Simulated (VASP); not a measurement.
```
CELL_PARAMETERS angstrom
     -1.57500     1.57500     1.57500
      1.57500    -1.57500     1.57500
      1.57500     1.57500    -1.57500
ATOMIC_POSITIONS crystal
  Mo 0.00000 0.00000 0.00000
```

Computed with r2SCAN+rVV10, VASP's PBE PAW potentials (set 64) (plane waves; VASP 6.6.1). Numerical set-up: 520 eV cut-off, 18×18×18 Γ-centred mesh, tetrahedra with Blöchl corrections, potentials Mo_sv.

### Question
Tabulate the total density of states (states/eV per cell) against energy (eV; zero at the valence-band maximum or, without a gap, the Fermi level).

### Answer

```
E (eV) | DOS (states/eV)
    -9.98 |  0.00
    -9.74 |  0.00
    -9.50 |  0.00
    -9.26 |  0.00
    -9.02 |  0.00
    -8.90 |  0.00
    -8.66 |  0.00
    -8.42 |  0.00
    -8.18 |  0.00
    -7.94 |  0.00
    -7.70 |  0.00
    -7.46 |  0.02
    -7.22 | # 0.04
    -6.98 | # 0.05
    -6.74 | # 0.07
    -6.62 | # 0.07
    -6.38 | # 0.09
    -6.14 | # 0.10
    -5.90 | ## 0.12
    -5.66 | ### 0.20
    -5.42 | ######## 0.61
    -5.18 | ############# 0.95
    -4.94 | ############### 1.05
    -4.70 | ################# 1.20
    -4.46 | #################### 1.44
    -4.34 | #################### 1.47
    -4.10 | ################### 1.37
    -3.86 | ######### 0.67
    -3.62 | ########### 0.80
    -3.38 | ##################### 1.52
    -3.14 | ############################# 2.09
    -2.90 | #################### 1.43
    -2.66 | ############## 0.99
    -2.42 | ############ 0.83
    -2.18 | ############## 0.99
    -2.06 | ################# 1.20
    -1.82 | ############################## 2.17
    -1.58 | #################### 1.45
    -1.34 | ########## 0.69
    -1.10 | ######## 0.57
    -0.86 | ####### 0.49
    -0.62 | ####### 0.47
    -0.38 | ####### 0.47
    -0.14 | ####### 0.49
     0.10 | ######## 0.57
     0.22 | ######### 0.68
     0.46 | ############ 0.89
     0.70 | ############# 0.94
     0.94 | ############## 1.03
     1.18 | ################## 1.27
     1.42 | ################## 1.27
     1.66 | ################# 1.25
     1.90 | ################### 1.38
     2.14 | ################## 1.30
     2.38 | #################### 1.46
     2.50 | ########################## 1.88
     2.74 | ############################# 2.13
     2.98 | ############## 1.04
     3.22 | ########### 0.82
     3.46 | ########## 0.75
```
Within 2 eV below the Fermi level the largest weight inside VASP's projection spheres is Mo d.

The compound is Mo in the bcc structure. The cell was not relaxed at this level.
